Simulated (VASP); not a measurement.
Output of a VASP run:

### OUTCAR
```
 ion  position               nearest neighbor table
   1  0.333  0.667  0.250-   2 3.37   2 3.37   2 3.37   2 3.37   2 3.37   2 3.37
   2  0.667  0.333  0.750-   1 3.37   1 3.37   1 3.37   1 3.37   1 3.37   1 3.37
  LATTYP: Found a hexagonal cell.
 ALAT       =     3.5019664253
 C/A-ratio  =     1.5417493429
 Subroutine PRICEL returns:
 Original cell was already a primitive cell.
 Subroutine GETGRP returns: Found 24 space group operations
The static configuration has the point symmetry D_3d.
 The point group associated with its full space group is D_6h.
The dynamic configuration has the point symmetry D_3d.
 Subroutine INISYM returns: Found 24 space group operations
 Subroutine IBZKPT returns following result:
 Found     76 irreducible k-points:

 Following reciprocal coordinates:
            Coordinates               Weight
  0.000000  0.000000  0.000000      1.000000
  0.083333 -0.000000  0.000000      6.000000
  0.166667  0.000000  0.000000      6.000000
  0.250000  0.000000  0.000000      6.000000
  0.333333 -0.000000  0.000000      6.000000
  0.416667 -0.000000  0.000000      6.000000
  0.500000  0.000000  0.000000      3.000000
  0.083333  0.083333  0.000000      6.000000
  0.166667  0.083333  0.000000     12.000000
  0.250000  0.083333  0.000000     12.000000
  0.333333  0.083333  0.000000     12.000000
  0.416667  0.083333  0.000000     12.000000
  0.166667  0.166667  0.000000      6.000000
  0.250000  0.166667  0.000000     12.000000
  0.333333  0.166667  0.000000     12.000000
  0.416667  0.166667  0.000000      6.000000
  0.250000  0.250000  0.000000      6.000000
  0.333333  0.250000  0.000000     12.000000
  0.333333  0.333333  0.000000      2.000000
  0.000000  0.000000  0.142857      2.000000
  0.083333 -0.000000  0.142857     12.000000
  0.166667  0.000000  0.142857     12.000000
  0.250000  0.000000  0.142857     12.000000
  0.333333 -0.000000  0.142857     12.000000
  0.416667 -0.000000  0.142857     12.000000
  0.500000  0.000000  0.142857      6.000000
  0.083333  0.083333  0.142857     12.000000
  0.166667  0.083333  0.142857     24.000000
  0.250000  0.083333  0.142857     24.000000
  0.333333  0.083333  0.142857     24.000000
  0.416667  0.083333  0.142857     24.000000
  0.166667  0.166667  0.142857     12.000000
  0.250000  0.166667  0.142857     24.000000
  0.333333  0.166667  0.142857     24.000000
  0.416667  0.166667  0.142857     12.000000
  0.250000  0.250000  0.142857     12.000000
  0.333333  0.250000  0.142857     24.000000
  0.333333  0.333333  0.142857      4.000000
  0.000000  0.000000  0.285714      2.000000
  0.083333 -0.000000  0.285714     12.000000
   k-points           NKPTS =     76   k-points in BZ     NKDIM =     76   number of bands    NBANDS=     13
   number of dos      NEDOS =    301   number of ions     NIONS =      2
   total plane-waves  NPLWV =  31360
   dimension x,y,z NGX =    28 NGY =   28 NGZ =   40
   dimension x,y,z NGXF=    56 NGYF=   56 NGZF=   80
   ions per type =               2
   PREC   = accura    normal or accurate (medium, high low for compatibility)
   ISTART =      0    job   : 0-new  1-cont  2-samecut
   ICHARG =      2    charge: 1-file 2-atom 10-const
   ISPIN  =      1    spin polarized calculation?
   LNONCOLLINEAR =      F non collinear calculations
   LSORBIT =      F    spin-orbit coupling
   INIWAV =      1    electr: 0-lowe 1-rand  2-diag
   ENCUT  =  520.0 eV  38.22 Ry    6.18 a.u.   6.51  6.51 10.04*2*pi/ulx,y,z
   NELM   =    100;   NELMIN=  2; NELMDL= -5     # of ELM steps
   EDIFF  = 0.1E-06   stopping-criterion for ELM
   LREAL  =      F    real-space projection
   NLSPLINE    = F    spline interpolate recip. space projectors
   LMAXMIX     =    6 max onsite mixed and CHGCAR
   VOSKOWN=      0    Vosko Wilk Nusair interpolation
   EDIFFG = -.1E-01   stopping-criterion for IOM
   NSW    =     30    number of steps for IOM
...
```

OSZICAR:
```
       N       E                     dE             d eps       ncg     rms          rms(c)
DAV:   1     0.678035358432E+02    0.67804E+02   -0.85629E+03  1984   0.132E+03
DAV:   2    -0.489934800736E+01   -0.72703E+02   -0.71527E+02  2020   0.402E+02
DAV:   3    -0.965335386585E+01   -0.47540E+01   -0.44679E+01  3256   0.640E+01
DAV:   4    -0.977795140355E+01   -0.12460E+00   -0.12310E+00  3125   0.854E+00
DAV:   5    -0.977948844374E+01   -0.15370E-02   -0.15365E-02  2772   0.848E-01    0.248E+01
DAV:   6    -0.977823892513E+01    0.12495E-02   -0.30833E-02  3168   0.200E+00    0.148E+01
DAV:   7    -0.979195405275E+01   -0.13715E-01   -0.55713E-02  3054   0.266E+00    0.362E-01
DAV:   8    -0.979158646840E+01    0.36758E-03   -0.30865E-03  2576   0.518E-01    0.681E-02
DAV:   9    -0.979159183197E+01   -0.53636E-05   -0.23243E-04  3264   0.165E-01    0.278E-02
DAV:  10    -0.979158681855E+01    0.50134E-05   -0.18359E-05  2705   0.380E-02    0.304E-02
DAV:  11    -0.979158696071E+01   -0.14216E-06   -0.14917E-06  2601   0.134E-02    0.333E-03
DAV:  12    -0.979158708661E+01   -0.12590E-06   -0.15601E-07  1619   0.446E-03    0.855E-04
DAV:  13    -0.979158708311E+01    0.35000E-08   -0.32755E-08  1478   0.328E-03
   1 F= -.97915871E+01 E0= -.97905538E+01  d E =-.979159E+01
       N       E                     dE             d eps       ncg     rms          rms(c)
DAV:   1    -0.979300143749E+01   -0.14144E-02   -0.43610E-02  2106   0.165E+00    0.156E-01
DAV:   2    -0.979238488876E+01    0.61655E-03   -0.16437E-03  2931   0.537E-01    0.949E-02
DAV:   3    -0.979206250238E+01    0.32239E-03   -0.34891E-04  3033   0.180E-01    0.534E-02
DAV:   4    -0.979206227046E+01    0.23193E-06   -0.55427E-05  2817   0.618E-02    0.202E-02
DAV:   5    -0.979206168719E+01    0.58326E-06   -0.20993E-06  3240   0.159E-02    0.996E-04
DAV:   6    -0.979206165973E+01    0.27466E-07   -0.19242E-07  1532   0.370E-03
   2 F= -.97920617E+01 E0= -.97911244E+01  d E =-.474577E-03
       N       E                     dE             d eps       ncg     rms          rms(c)
DAV:   1    -0.979274566212E+01   -0.68397E-03   -0.26294E-02  2076   0.128E+00    0.121E-01
DAV:   2    -0.979237092661E+01    0.37474E-03   -0.99234E-04  2936   0.417E-01    0.740E-02
DAV:   3    -0.979217492055E+01    0.19601E-03   -0.21313E-04  3020   0.141E-01    0.414E-02
DAV:   4    -0.979217489882E+01    0.21730E-07   -0.33979E-05  2848   0.483E-02    0.158E-02
DAV:   5    -0.979217455039E+01    0.34843E-06   -0.12308E-06  3087   0.121E-02    0.800E-04
DAV:   6    -0.979217452780E+01    0.22591E-07   -0.11455E-07  1326   0.304E-03
   3 F= -.97921745E+01 E0= -.97913345E+01  d E =-.587445E-03
```

File OUTCAR:
```
------------------------ aborting loop because EDIFF is reached ----------------------------------------
  FORCE on cell =-STRESS in cart. coord.  units (eV):
  Direction    XX          YY          ZZ          XY          YZ          ZX
  --------------------------------------------------------------------------------------
  Total        0.0889326      0.0889326      0.0887882      0.0000000      0.0000000     -0.0000000
  in kB        2.4847984      2.4847985      2.4807635      0.0000000      0.0000000     -0.0000000
  external PRESSURE =       2.4834535 kB  Pullay stress =       0.0000000 kB
  volume of cell :       57.34
      direct lattice vectors                 reciprocal lattice vectors
     1.745933298 -3.024045247  0.000000000     0.286379784 -0.165341441  0.000000000
     1.745933298  3.024045247 -0.000000000     0.286379784  0.165341441  0.000000000
    -0.000000000  0.000000000  5.430432306     0.000000000  0.000000000  0.184147402
 POSITION                                       TOTAL-FORCE (eV/Angst)
 -----------------------------------------------------------------------------------
      1.74593      1.00802      1.35761         0.000000     -0.000000      0.000000
      1.74593     -1.00802      4.07282        -0.000000      0.000000      0.000000
 -----------------------------------------------------------------------------------
    total drift:                               -0.000000      0.000067     -0.000012
  FREE ENERGIE OF THE ION-ELECTRON SYSTEM (eV)
  ---------------------------------------------------
  free  energy   TOTEN  =        -9.7921745278 eV

  energy  without entropy=       -9.7896545791  energy(sigma->0) =       -9.79133454

 reached required accuracy - stopping structural energy minimisation
```
(Selected blocks of OUTCAR.)

**POSCAR**
```
Tm
1
    1.7509831831    -3.0327919046     0.0000000000
    1.7509831831     3.0327919046     0.0000000000
    0.0000000000     0.0000000000     5.3991544351
Tm
2
Direct
  0.3333330000   0.6666670000   0.2500000000
  0.6666670000   0.3333330000   0.7500000000
```

Task: Reconstruct the remaining input files.

Result: Several could match; the one computed here: the input of the run itself, PBEsol GGA, plane waves, VASP's PBE PAW potentials (set 64).

**INCAR**
```
SIGMA  =  0.1
NELM  =  100   ! most electronic steps
ISMEAR  =  1   ! Methfessel-Paxton
LCHARG  =  F
LWAVE  =  F
NSW  =  30   ! most ionic steps
ISIF  =  4
LREAL  =  F   ! projection in real space or not
ALGO  =  Normal
LASPH  =  T
GGA  =  PS   ! PBEsol
IBRION  =  2
SYSTEM  =  Tm
ENCUT  =  520   ! plane-wave cut-off (eV)
PREC  =  Accurate
EDIFF  =  1E-7   ! SCF stop (eV)
EDIFFG  =  -0.01   ! ionic stop
LMAXMIX  =  6   ! l cut-off of mixed one-centre charges
```

**KPOINTS**
```
kpoints
0
G
 12 12 7
0 0 0
```

POTCAR, in this order: Tm_3 (PBE.64 set). Program: vasp_std.

The 4f electrons are frozen in the core of the lanthanide potential, so 4f levels, which can set the real gap, and their magnetism are missing.

The compound is Tm in the hcp structure. This run relaxes it. Symmetry was kept, so distortions that lower it aren't found.
